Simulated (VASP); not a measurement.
Runs of VASP 6.6.1 on Pb. It takes space group Fm-3m (No. 225, cubic). Conventional cell: a = 4.950 Å, b = 4.950 Å, c = 4.950 Å, α = 90.00°, β = 90.00°, γ = 90.00°. Around Pb (site symmetry m-3m) lie 12 Pb at 3.50 Å. 

```csv
level,potentials or basis,k mesh,cutoff (eV),gap on the mesh (eV),pressure (GPa),relaxed volume (Å³/atom)
r2SCAN,"VASP PAW PBE potentials, release 64 (Pb_d)",14 × 14 × 14,600,none,0.0,31.18
PBE,"VASP PAW PBE potentials, release 64 (Pb_d)",14 × 14 × 14,600,none,0.0,32.00
PBE,"VASP PAW PBE potentials, release 64 (Pb)",7 × 7 × 7,300,none,0.0,(b)
PBE+D3(BJ),"VASP PAW PBE potentials, release 64 (Pb_d)",14 × 14 × 14,600,none,0.0,(a)
PBEsol,"VASP PAW PBE potentials, release 64 (Pb_d)",14 × 14 × 14,600,none,0.0,30.03
LDA,"VASP PAW LDA potentials, release 64 (Pb_d)",14 × 14 × 14,600,none,0.0,29.16
```

Alike in all rows: task relaxation of cell and atoms; no spin polarisation; cell relaxed; smearing methfessel-paxton 0.1 eV.

Q: Fill in the values left out.

A: (a) 30.51; (b) 32.15.

Caveats: the PAW data sets were made with another functional, which shifts forces and pressure a little (some runs); pairwise dispersion overbinds metals, which lowers pressure and volume (some runs).

A k mesh can miss the band edges, and the runs leave out spin-orbit coupling on Pb.

A gap of «none» marks a metal or a gap under the smearing width.

Not every run made on this cell is shown here.
